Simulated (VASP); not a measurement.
# GaN: the band gap up a ladder of functionals, part 2 of 8

How far up the ladder of functionals must one climb to get the gap of GaN right? LASPH is on for some levels and off for others; the table marks which. The start is a cell from a database of measured crystal structures.

VASP 6.6.1, plane waves and PAW; the level of theory is named at each step.

Still holding for the runs below: Spin-orbit coupling is off here; it would split degenerate levels.

So far, least gap on mesh and path (eV): step 2 (bands, level LDA, k 5×5×3) 1.98.

The database entry behind the starting cell differs from later determinations by our own check (about 0.3 % short, ideal inner coordinate), so it need not match the best structure at ambient conditions.

## 3. Bands with PBE, k 5×5×3

This step: PBE; plane waves and PAW (Ga_d, N) (VASP 6.6.1).

PBE, the usual starting point, adds the gradient of the density.

Contents of INCAR:

```
SYSTEM = GaN
PREC = Accurate
ENCUT = 520
EDIFF = 1E-06
NELM = 100
ISMEAR = 0
SIGMA = 0.02
LREAL = .FALSE.
ALGO = Normal
GGA = PE
NBANDS = 32
LORBIT = 11
LWAVE = .FALSE.
LCHARG = .FALSE.
KPAR = 8
```

Contents of POSCAR:

```
GaN
1.0
    3.1800000000      0.0000000000      0.0000000000
   -1.5900000000      2.7539607840      0.0000000000
    0.0000000000      0.0000000000      5.1660000000
Ga N
2 2
Direct
    0.3333333333      0.6666666667      0.0000000000
    0.6666666667      0.3333333333      0.5000000000
    0.3333333333      0.6666666667      0.3750000000
    0.6666666667      0.3333333333      0.8750000000
```

Contents of KPOINTS:

```
Automatic mesh
0
Gamma
5 5 3
0 0 0
```

Contents of KPOINTS_OPT:

```
Line mode
16
Line-mode
Reciprocal
  0.00000000   0.00000000   0.00000000 GAMMA
  0.50000000   0.00000000   0.00000000 M

  0.50000000   0.00000000   0.00000000 M
  0.33333333   0.33333333   0.00000000 K

  0.33333333   0.33333333   0.00000000 K
  0.00000000   0.00000000   0.00000000 GAMMA

  0.00000000   0.00000000   0.00000000 GAMMA
  0.00000000   0.00000000   0.50000000 A

  0.00000000   0.00000000   0.50000000 A
  0.50000000   0.00000000   0.50000000 L

  0.50000000   0.00000000   0.50000000 L
  0.33333333   0.33333333   0.50000000 H

  0.33333333   0.33333333   0.50000000 H
  0.00000000   0.00000000   0.50000000 A

  0.50000000   0.00000000   0.50000000 L
  0.50000000   0.00000000   0.00000000 M

  0.33333333   0.33333333   0.00000000 K
  0.33333333   0.33333333   0.50000000 H
```

PAW data sets: Ga_d and N (PBE family, release 64).

On the command line:

```
> mpirun -np 8 vasp_std
```

Numbers of over 12 decimals in the logs are rounded to 6 here.

The program printed:

```text
[banner, memory and clock lines left out]
running    8 mpi-ranks, on    1 nodes
 distrk:  each k-point on    1 cores,    8 groups
 distr:  one band on    1 cores,    1 groups

 POSCAR found type information on POSCAR GaN
 POSCAR found :  2 types and       4 ions
 [... a notice as in an earlier step ...]

 LDA part: xc-table for (Slater+PW92), standard interpolation
 POSCAR, INCAR and KPOINTS ok, starting setup
 FFT: planning ... GRIDC
 FFT: planning ... GRID_SOFT
 FFT: planning ... GRID
 WAVECAR not read
 entering main loop
       N       E                     dE             d eps       ncg     rms          rms(c)
DAV:   1     0.297765604415E+03    0.29777E+03   -0.16325E+04   808   0.212E+03
DAV:   2     0.136826883469E+02   -0.28408E+03   -0.25941E+03   648   0.500E+02
DAV:   3    -0.270762831730E+02   -0.40759E+02   -0.40168E+02   736   0.129E+02
DAV:   4    -0.283104191904E+02   -0.12341E+01   -0.12328E+01   768   0.254E+01
DAV:   5    -0.283316429206E+02   -0.21224E-01   -0.21223E-01   712   0.332E+00    0.110E+01
DAV:   6    -0.241996121440E+02    0.41320E+01   -0.68479E+00  1048   0.401E+01    0.315E+00
DAV:   7    -0.242773111459E+02   -0.77699E-01   -0.11808E+00   680   0.731E+00    0.268E+00
DAV:   8    -0.242745391185E+02    0.27720E-02   -0.12412E-01  1024   0.361E+00    0.115E+00
DAV:   9    -0.242584679789E+02    0.16071E-01   -0.30672E-02   992   0.271E+00    0.396E-01
DAV:  10    -0.242589272555E+02   -0.45928E-03   -0.49892E-03   688   0.371E-01    0.121E-01
DAV:  11    -0.242589104470E+02    0.16808E-04   -0.12037E-04  1160   0.186E-01    0.600E-02
DAV:  12    -0.242589202732E+02   -0.98262E-05   -0.78055E-05   840   0.699E-02    0.465E-02
DAV:  13    -0.242589120214E+02    0.82518E-05   -0.12949E-05   784   0.274E-02    0.100E-02
DAV:  14    -0.242589120001E+02    0.21293E-07   -0.23896E-06   680   0.798E-03
   1 F= -.24258912E+02 E0= -.24258912E+02  d E =-.574008E-44
 Start KPOINTS_OPT (optional k-point list driver)
k-point batch [1-10\144]
       N       E                     dE             ncg
DAV:   1     0.156845247959E+04   -0.20481E+04      824
DAV:   2    -0.115955860727E+04   -0.27280E+04      664
DAV:   3    -0.153194516686E+04   -0.37239E+03      760
DAV:   4    -0.154351147198E+04   -0.11566E+02      704
DAV:   5    -0.154370582646E+04   -0.19435E+00      808
DAV:   6    -0.154371309097E+04   -0.72645E-02      824
DAV:   7    -0.154371331119E+04   -0.22022E-03      864
DAV:   8    -0.154371331325E+04   -0.20592E-05      600
DAV:   9    -0.154371331331E+04   -0.62700E-07      512
[...]
k-point batch [141-144\144]
       N       E                     dE             ncg
DAV:   1     0.993945733622E+04   -0.54762E+04      288
DAV:   2     0.876151307194E+04   -0.11779E+04      264
DAV:   3     0.859453785418E+04   -0.16698E+03      304
DAV:   4     0.858877691916E+04   -0.57609E+01      288
DAV:   5     0.858869450943E+04   -0.82410E-01      312
DAV:   6     0.858869116104E+04   -0.33484E-02      352
DAV:   7     0.858869111838E+04   -0.42661E-04      320
DAV:   8     0.858869111812E+04   -0.25652E-06      256
```

The job ended after 9.2 s (8 MPI ranks of Intel Xeon 6975P-C (Granite Rapids), shared host; peak memory 1.4 GiB).

OUTCAR, selected parts (step 3):

```text
 Found     10 irreducible k-points:

   NELECT =      36.0000    total number of electrons

 E-fermi :   5.6341

 k-point     1 :       0.0000    0.0000    0.0000
  band No.  band energies     occupation
    ...
     14       4.3769      2.00000
     15       4.3769      2.00000
     16       5.3794      2.00000
     17       5.4405      2.00000
     18       5.4405      2.00000
     19       7.4082      0.00000
     20       9.7323      0.00000
     21      14.6946      0.00000
     22      15.3475      0.00000
     23      15.3475      0.00000
    ...

 k-point     2 :       0.2000    0.0000    0.0000
  band No.  band energies     occupation
    ...
     14       2.1654      2.00000
     15       3.2578      2.00000
     16       3.6878      2.00000
     17       4.9508      2.00000
     18       5.1053      2.00000
     19       9.2887      0.00000
     20      11.2644      0.00000
     21      13.2688      0.00000
     22      14.2183      0.00000
     23      15.7673      0.00000
    ...

  Total        1.8578723      1.8578723      2.4340091      0.0000000      0.0000000     -0.0000000
  in kB       65.7941348     65.7941347     86.1972699      0.0000000      0.0000000     -0.0000000
  external PRESSURE =      72.5951798 kB  Pullay stress =       0.0000000 kB

 POSITION                                       TOTAL-FORCE (eV/Angst)
 -----------------------------------------------------------------------------------
     -0.00000      1.83597      0.00000         0.000000     -0.000000     -0.133634
      1.59000      0.91799      2.58300        -0.000000      0.000000     -0.133634
     -0.00000      1.83597      1.93725        -0.000000      0.000000      0.133634
      1.59000      0.91799      4.52025         0.000000     -0.000000      0.133634
 -----------------------------------------------------------------------------------
    total drift:                               -0.000001     -0.000001     -0.000210

  FREE ENERGIE OF THE ION-ELECTRON SYSTEM (eV)
  ---------------------------------------------------
  free  energy   TOTEN  =       -24.2589120001 eV

  energy  without entropy=      -24.2589120001  energy(sigma->0) =      -24.25891200

 total charge
# of ion       s       p       d       tot
------------------------------------------
    1        0.788   0.910  10.186  11.885
    2        0.788   0.910  10.186  11.885
    3        1.222   2.534   0.000   3.756
    4        1.222   2.534   0.000   3.756
--------------------------------------------------
tot          4.021   6.887  20.373  31.281

[... 9 parts as in an earlier step ...]

[... 5 further parts left out ...]
```

At this level the cell is under a pressure of 7.3 GPa, so at these settings it is away from equilibrium.

This step gave:

```
SCF cycles                        : 14
free energy (TOTEN)               : -24.26 eV
Fermi energy                      : 5.634 eV
pressure                          : 7.260 GPa
least gap on mesh and path        : 1.968 eV
least direct gap on mesh and path : 1.968 eV
```

Electronic bands along the path, in eV, zero at the valence-band top; v1 is the highest filled band, c1 the lowest empty one:

```tsv
point	v4	v3	v2	v1	c1	c2	c3	c4
Γ	-1.06	-0.06	0.00	0.00	1.97	4.29	9.25	9.91
0.47 of the way	-2.64	-1.93	-0.66	-0.44	4.18	5.95	7.53	8.62
M	-4.28	-2.79	-2.27	-0.99	5.06	5.60	6.07	8.67
0.47 of the way	-4.26	-3.55	-2.40	-1.79	5.64	6.47	6.56	8.53
K	-5.34	-3.05	-3.05	-2.72	5.12	7.87	7.87	8.44
0.47 of the way	-3.93	-2.63	-1.16	-1.06	5.22	6.90	7.25	7.63
Γ	-1.06	-0.06	0.00	0.00	1.97	4.29	9.25	9.91
0.53 of the way	-0.90	-0.90	-0.18	-0.18	3.26	4.41	8.82	9.51
A	-0.55	-0.55	-0.55	-0.55	4.29	4.29	8.53	8.53
0.47 of the way	-2.06	-2.06	-1.23	-1.23	5.30	5.30	7.66	7.66
L	-1.96	-1.96	-1.93	-1.93	4.42	4.42	7.83	7.83
0.47 of the way	-3.12	-3.12	-1.63	-1.63	5.29	5.29	8.15	8.15
H	-4.23	-4.23	-1.51	-1.51	6.48	6.48	7.33	7.33
0.53 of the way	-2.07	-2.07	-1.73	-1.73	5.68	5.68	7.64	7.64
A	-0.55	-0.55	-0.55	-0.55	4.29	4.29	8.53	8.53
jump to L	-1.96	-1.96	-1.93	-1.93	4.42	4.42	7.83	7.83
0.47 of the way	-3.24	-2.52	-1.69	-1.33	4.27	5.09	7.69	7.84
M	-4.28	-2.79	-2.27	-0.99	5.06	5.60	6.07	8.67
jump to K	-5.34	-3.05	-3.05	-2.72	5.12	7.87	7.87	8.44
0.47 of the way	-5.08	-3.17	-2.31	-2.31	5.79	7.33	7.33	8.25
H	-4.23	-4.23	-1.51	-1.51	6.48	6.48	7.33	7.33
```

Of the projections kept (Ga, N), the largest for each band there; the rest of the weight can lie on other orbitals:

```tsv
point	v4	v3	v2	v1	c1	c2	c3	c4
Γ	N 0.72	N 0.77	N 0.78	N 0.78	N 0.58	Ga 0.72	N 0.81	Ga 1.00
M	N 0.54	N 0.66	N 0.63	N 0.73	Ga 0.89	Ga 0.60	Ga 0.53	N 0.64
K	N 0.55	N 0.61	N 0.61	N 0.63	Ga 0.89	N 0.56	N 0.56	N 0.70
Γ	N 0.72	N 0.77	N 0.78	N 0.78	N 0.58	Ga 0.72	N 0.81	Ga 1.00
A	N 0.74	N 0.74	N 0.74	N 0.74	N 0.53	N 0.53	Ga 0.63	Ga 0.63
L	N 0.68	N 0.68	N 0.68	N 0.68	Ga 0.74	Ga 0.74	Ga 0.76	Ga 0.76
```

Force by atom:

```tsv
atom	x (eV/Å)	y (eV/Å)	z (eV/Å)	size
Ga1	0.000	0.000	-0.134	0.134
Ga2	0.000	0.000	-0.134	0.134
N3	0.000	0.000	0.134	0.134
N4	0.000	0.000	0.134	0.134
```

The gap is 1.97 eV, direct at Γ. Against LDA that is -0.01 eV; the cost is about the same. The direct gap lies -1.54 eV from the measured 3.50 eV.

## 4. Bands with r2SCAN, k 5×5×3

This step: r2SCAN; plane waves and PAW (Ga_d, N) (VASP 6.6.1).

r2SCAN adds the kinetic-energy density, costs more than a GGA and is run with LASPH.

Changes to INCAR since step 3:

```diff
@@ -9,3 +9,4 @@
 ALGO = Normal
-GGA = PE
+METAGGA = R2SCAN
+LASPH = .TRUE.
 NBANDS = 32
```

POSCAR is that of step 3.

KPOINTS is that of step 3.

KPOINTS_OPT is that of step 3.

On the command line:

```
> mpirun -np 8 vasp_std
```

The program printed:

```text
[banner, memory and clock lines left out]
running    8 mpi-ranks, on    1 nodes
[...]
[... a notice as in an earlier step ...]

 [... a notice as in an earlier step ...]

 LDA part: xc-table for (None), standard interpolation
 POSCAR, INCAR and KPOINTS ok, starting setup
[...]
entering main loop
       N       E                     dE             d eps       ncg     rms          rms(c)
DAV:   1     0.279684088065E+03    0.27968E+03   -0.16746E+04   808   0.218E+03
DAV:   2    -0.107425651782E+02   -0.29043E+03   -0.26538E+03   648   0.514E+02
DAV:   3    -0.523657505431E+02   -0.41623E+02   -0.41033E+02   744   0.132E+02
DAV:   4    -0.536445840525E+02   -0.12788E+01   -0.12776E+01   752   0.261E+01
[...]
DAV:  12    -0.437999004344E+02    0.24654E-05   -0.30164E-05   832   0.684E-02    0.995E-03
DAV:  13    -0.437998974235E+02    0.30110E-05   -0.32346E-06   728   0.121E-02    0.815E-03
DAV:  14    -0.437998975717E+02   -0.14825E-06   -0.54183E-07   512   0.622E-03
   1 F= -.43799898E+02 E0= -.43799898E+02  d E =-.852978E-36
 Start KPOINTS_OPT (optional k-point list driver)
k-point batch [1-10\144]
       N       E                     dE             ncg
DAV:   1     0.146339538490E+04   -0.21532E+04      824
DAV:   2    -0.135784696262E+04   -0.28212E+04      664
DAV:   3    -0.173821507862E+04   -0.38037E+03      760
DAV:   4    -0.174984443320E+04   -0.11629E+02      688
DAV:   5    -0.175003550043E+04   -0.19107E+00      824
DAV:   6    -0.175004282862E+04   -0.73282E-02      824
DAV:   7    -0.175004303410E+04   -0.20548E-03      864
DAV:   8    -0.175004303737E+04   -0.32653E-05      616
DAV:   9    -0.175004303744E+04   -0.68251E-07      528
[...]
k-point batch [141-144\144]
       N       E                     dE             ncg
DAV:   1     0.989949447537E+04   -0.55161E+04      288
DAV:   2     0.868178229004E+04   -0.12177E+04      256
DAV:   3     0.851022136625E+04   -0.17156E+03      312
DAV:   4     0.850456000430E+04   -0.56614E+01      288
DAV:   5     0.850447850799E+04   -0.81496E-01      320
DAV:   6     0.850447508147E+04   -0.34265E-02      336
DAV:   7     0.850447503409E+04   -0.47377E-04      344
DAV:   8     0.850447503376E+04   -0.33111E-06      248
```

Run time: 28 s. Hardware: 8 MPI ranks; peak memory 1.5 GiB; 3.5 min of CPU time.

From OUTCAR (step 4):

```text
  Total        0.4274620      0.4274620      0.9435873      0.0000000      0.0000000      0.0000000
  in kB       15.1380102     15.1380102     33.4159178      0.0000000      0.0000000      0.0000000
  external PRESSURE =      21.2306461 kB  Pullay stress =       0.0000000 kB

 POSITION                                       TOTAL-FORCE (eV/Angst)
 -----------------------------------------------------------------------------------
     -0.00000      1.83597      0.00000        -0.000000      0.000000     -0.135897
      1.59000      0.91799      2.58300         0.000000     -0.000000     -0.135897
     -0.00000      1.83597      1.93725         0.000000      0.000000      0.135897
      1.59000      0.91799      4.52025         0.000000      0.000000      0.135897
 -----------------------------------------------------------------------------------
    total drift:                                0.000002      0.000004      0.049777

  FREE ENERGIE OF THE ION-ELECTRON SYSTEM (eV)
  ---------------------------------------------------
  free  energy   TOTEN  =       -43.7998975717 eV

  energy  without entropy=      -43.7998975717  energy(sigma->0) =      -43.79989757

[... 2 parts as in an earlier step ...]

[... 1 further part left out ...]
[key lines of the parts left out:]
E-fermi :   5.3477
```

The PAW data sets were made with PBE, which is usual practice but a small mismatch for other functionals. At this level the cell is under a pressure of 2.1 GPa, so at these settings it is away from equilibrium.

The electronic bands at the labelled points (eV, zero at the valence-band top; v1 is the highest filled band, c1 the lowest empty one):

```tsv
point	v4	v3	v2	v1	c1	c2	c3	c4
Γ	-1.09	-0.06	0.00	0.00	2.37	4.83	10.00	10.59
0.47 of the way	-2.69	-1.99	-0.66	-0.45	4.65	6.53	8.12	9.27
M	-4.36	-2.87	-2.29	-1.02	5.57	6.14	6.56	9.40
0.47 of the way	-4.33	-3.63	-2.44	-1.84	6.09	7.03	7.17	9.25
K	-5.43	-3.11	-3.11	-2.79	5.55	8.56	8.56	9.08
0.47 of the way	-4.02	-2.67	-1.19	-1.08	5.74	7.44	7.88	8.23
Γ	-1.09	-0.06	0.00	0.00	2.37	4.83	10.00	10.59
0.53 of the way	-0.92	-0.92	-0.19	-0.19	3.68	4.94	9.53	10.22
A	-0.56	-0.56	-0.56	-0.56	4.79	4.79	9.23	9.23
0.47 of the way	-2.10	-2.10	-1.27	-1.27	5.82	5.82	8.30	8.30
L	-2.02	-2.02	-1.98	-1.98	4.90	4.90	8.47	8.47
0.47 of the way	-3.19	-3.19	-1.68	-1.68	5.80	5.80	8.80	8.80
H	-4.32	-4.32	-1.55	-1.55	7.07	7.07	7.87	7.87
0.53 of the way	-2.12	-2.12	-1.76	-1.76	6.20	6.20	8.28	8.28
A	-0.56	-0.56	-0.56	-0.56	4.79	4.79	9.23	9.23
jump to L	-2.02	-2.02	-1.98	-1.98	4.90	4.90	8.47	8.47
0.47 of the way	-3.31	-2.60	-1.73	-1.37	4.74	5.60	8.32	8.49
M	-4.36	-2.87	-2.29	-1.02	5.57	6.14	6.56	9.40
jump to K	-5.43	-3.11	-3.11	-2.79	5.55	8.56	8.56	9.08
0.47 of the way	-5.19	-3.24	-2.36	-2.36	6.25	7.96	7.96	8.87
H	-4.32	-4.32	-1.55	-1.55	7.07	7.07	7.87	7.87
```

Of the projections kept (Ga, N), the largest for each band there; the rest of the weight can lie on other orbitals:

```tsv
point	v4	v3	v2	v1	c1	c2	c3	c4
Γ	N 0.71	N 0.77	N 0.77	N 0.77	N 0.57	Ga 0.72	N 0.80	Ga 1.00
M	N 0.55	N 0.66	N 0.64	N 0.73	Ga 0.89	Ga 0.62	Ga 0.54	N 0.63
K	Ga 0.56	N 0.61	N 0.61	N 0.63	Ga 0.90	N 0.55	N 0.55	N 0.68
Γ	N 0.71	N 0.77	N 0.77	N 0.77	N 0.57	Ga 0.72	N 0.80	Ga 1.00
A	N 0.74	N 0.74	N 0.74	N 0.74	N 0.53	N 0.53	Ga 0.64	Ga 0.64
L	N 0.68	N 0.68	N 0.68	N 0.68	Ga 0.75	Ga 0.75	Ga 0.78	Ga 0.78
```

The electronic bands as a text plot (rows in eV, shown from -7.3 to 7.9 only):

```
    7.6 |    ++    +   + ++                    +           +   ++
    6.9 |      +  +     +                     +++           +  ++
    6.3 |  +++++++++       ++                +   ++++       + +
    5.7 | +   ++++  ++++ +           +++    +        ++   ++++
    5.0 |+   +            +  ++++++++   ++++           +++++
    4.4 |   +              +      +                      +
    3.8 |  +                +   ++
    3.1 | +                  +
    2.5 |+                    ++
    1.9 |
    1.2 |
    0.6 |
    0.0 |***                ******
   -0.6 | ******          ** * ******                 ***
   -1.3 |**  ** ***      * ******   ****      **     **   ***
   -1.9 | ***  *   *    *   *        *********  ******   ***   **
   -2.5 |  ************* ****    *         *       *     **** *
   -3.2 |        ** **     *                *     *       * ***
   -3.8 |   ***    *  *****       ***        *  **    ***  *   **
   -4.4 |      *****   ***        *  **       **     *      *   *
   -5.1 |    **** *** * *              *           **         **
   -5.7 |        *  *****        *      *         *        ****
   -6.3 |   ********     **     *        *  ******       ** *  **
   -7.0 |***               *****          **             ***
         Γ      M    K        Γ   A       L    H       A|L M|K  H
```

The gap is 2.37 eV, direct at Γ. Against LDA that is +0.40 eV; this run took 3.2 times the core time. The direct gap lies -1.13 eV from the measured 3.50 eV.

(Continued in part 3 of 8.)

[Lines on the potential files, build, host, timing and source positions are cut from VASP's logs without a mark.]

[Logs are printed without paths, hosts, clocks, repeated set-up lines and the standing remarks that a program may print on its own settings, such as how far it seeks lower states.]

[Hosts, paths, dates, database ids (printed as entryN), source tags and the programs' standing remarks are cut or masked in the printed files.]

[A measured line is paired with the nearest computed mode of its activity, which favours agreement.]
